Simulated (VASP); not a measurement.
```
CELL_PARAMETERS angstrom
      0.00000     3.50000     3.50000
      3.50000     0.00000     3.50000
      3.50000     3.50000     0.00000
ATOMIC_POSITIONS crystal
  Ba 0.00000 0.00000 0.00000
  Te 0.50000 0.50000 0.50000
```

The base run (VASP): PBE GGA, plane waves, VASP's PBE PAW potentials (set 64). Run with 400 eV cut-off, 6×6×6 Γ-centred mesh, Gaussian smearing of 0.050 eV, potentials Ba_sv Te.

One setting is varied; ΔE counts from the most expensive setting. The base run took about 8 core-seconds. Costs are core time on shared hosts, one run each; read them as rough ratios.

Pressures at a finite cut-off, here 400 eV, hold a Pulay part, which wasn't tested here.

| setting | cost over the base run | electronic steps | ΔE (meV/atom) | pressure (GPa) |
|---|---|---|---|---|
| KPOINTS 1×1×1 Γ-centred mesh | about 1/2 | 13 | 3442.9 | 16.75 |
| KPOINTS 2×2×2 Γ-centred mesh | within a factor of 2 | 13 | 227.1 | 2.85 |
| KPOINTS 3×3×3 Γ-centred mesh | within a factor of 2 | 13 | 25.6 | 1.42 |
| KPOINTS 4×4×4 Γ-centred mesh | within a factor of 2 | 13 | 4.9 | 1.22 |
| base run | reference | 12 | 0.3 | 1.17 |
| KPOINTS 8×8×8 Γ-centred mesh | within a factor of 2 | 12 | 0.0 | 1.16 |
| KPOINTS 9×9×9 Γ-centred mesh | within a factor of 2 | 12 | 0.0 | 1.16 |
| KPOINTS 10×10×10 Γ-centred mesh | about 2 times | 12 | 0.0 | 1.16 |

Left out are runs that failed, have no time on record or changed the cell.

The compound is BaTe in the rock salt structure. The cell was not relaxed at this level.
